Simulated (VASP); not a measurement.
Crystal: As.

```
As
1.0
     1.87975    1.08527    3.48577
    -1.87975    1.08527    3.48577
     0.00000   -2.17055    3.48577
As
2
Direct
  0.22754 0.22754 0.22754
  0.77246 0.77246 0.77246
```

```yaml
Program: VASP 6.6.1
Task: relaxation of cell and atoms
Functional: PBEsol
Potentials_or_basis: VASP PAW PBE potentials, release 64 (As)
Cutoff: 580 eV
k_mesh: 15 × 15 × 15
Occupations: gaussian, width 0.1 eV
Spin: no spin polarisation
```

At the start: pressure 0.5 GPa; volume 21.33 Å³/atom.

Problem. Where does the relaxation end?

Solution. Over 12 steps the energy falls by 5.5 meV/atom and the volume is 20.90 Å³/atom (-2.1 %); space group R-3m (No. 166, to 0.05 Å).

Step by step:
```
step  energy change (eV)  largest force (eV/Å)  pressure (GPa)  volume (Å³)
   1              0.0000                0.2380            0.54        42.67
   2             -0.0036                0.0033           -0.97        43.11
   3             -0.0037                0.0356           -0.76        43.05
   4             -0.0072                0.0157           -0.51        42.64
   5             -0.0106                0.0189            0.07        41.85
   6             -0.0107                0.0245            0.18        41.72
   7             -0.0109                0.0197           -0.10        41.81
   8             -0.0109                0.0207           -0.05        41.79
   9             -0.0109                0.0085            0.09        41.75
  10             -0.0110                0.0034            0.03        41.76
  11             -0.0110                0.0039            0.03        41.77
  12             -0.0110                0.0016            0.00        41.79
```

Final structure:
```cif
data_structure
_symmetry_space_group_name_H-M 'P 1'
_symmetry_Int_Tables_number 1
_cell_length_a 4.0107
_cell_length_b 4.0107
_cell_length_c 4.0107
_cell_angle_alpha 56.371
_cell_angle_beta 56.371
_cell_angle_gamma 56.371
_cell_volume 41.79
loop_
_atom_site_label
_atom_site_type_symbol
_atom_site_fract_x
_atom_site_fract_y
_atom_site_fract_z
_atom_site_occupancy
As1 As 0.23056 0.23056 0.23056 1
As2 As 0.76944 0.76944 0.76944 1
```

Caveat: the PAW data sets were made with another functional, which shifts forces and pressure a little.
